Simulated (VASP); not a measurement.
Input:

```
CELL_PARAMETERS angstrom
      4.80400     0.00000     0.00000
      0.00000     5.78100     0.00000
      0.00000     0.00000     3.58170
ATOMIC_POSITIONS crystal
  Fe 0.00000 0.00000 0.00000
  Fe 0.50000 0.50000 0.50000
  Se 0.21350 0.36920 0.00000
  Se 0.78650 0.63080 0.00000
  Se 0.71350 0.13080 0.50000
  Se 0.28650 0.86920 0.50000
```
Starting moments (μB, in the order of the record's atoms Fe Fe Se Se Se Se): 4.0 4.0 0.0 0.0 0.0 0.0.

Method: PBEsol GGA, VASP's PBE PAW potentials (set 64) (plane waves; VASP). Settings: 300 eV cut-off, 3×2×3 Γ-centred mesh, Gaussian smearing of 0.10 eV, potentials Fe Se.

At this cut-off the stress carries a Pulay error, which pulls relaxed volumes low. Energy and stress use the plane-wave basis of the starting cell. The moments were started parallel, and other spin orders were not tried in this run.

Problem. The ions, cell shape and volume are relaxed. What does this cell relax into?

Solution. 
```
CELL_PARAMETERS angstrom
      4.71660     0.00000     0.00000
      0.00000     5.68948     0.00000
      0.00000     0.00000     3.56301
ATOMIC_POSITIONS crystal
  Fe 0.00000 0.00000 0.00000
  Fe 0.50000 0.50000 0.50000
  Se 0.21893 0.36816 0.00000
  Se 0.78107 0.63184 0.00000
  Se 0.71893 0.13184 0.50000
  Se 0.28107 0.86816 0.50000
```
Space group Pnnm (58), at a tolerance of 0.03 Å. The cell ends with 0.00 μB, on the sites 0.00 0.00 0.00 0.00 0.00 0.00 μB.

Problem. How do energy and volume change from the first to the last step?

Solution. The energy (σ→0) changes by -14.3 meV/atom and the volume by -3.9 %, in 9 ionic steps.

The structure comes from a measured FeSe2 entry of the Crystallography Open Database, whose conditions weren't checked. This run relaxes it. Symmetry was kept, so distortions that lower it aren't found. The k-mesh is coarse (spacing up to 0.59 per Å, 2π included), so the numbers may not be converged in it. The run is one of a series of settings (EDIFFG = -0.01, IBRION = 2, ISIF = 3, NSW = 50 against the base run), some of them coarse on purpose.
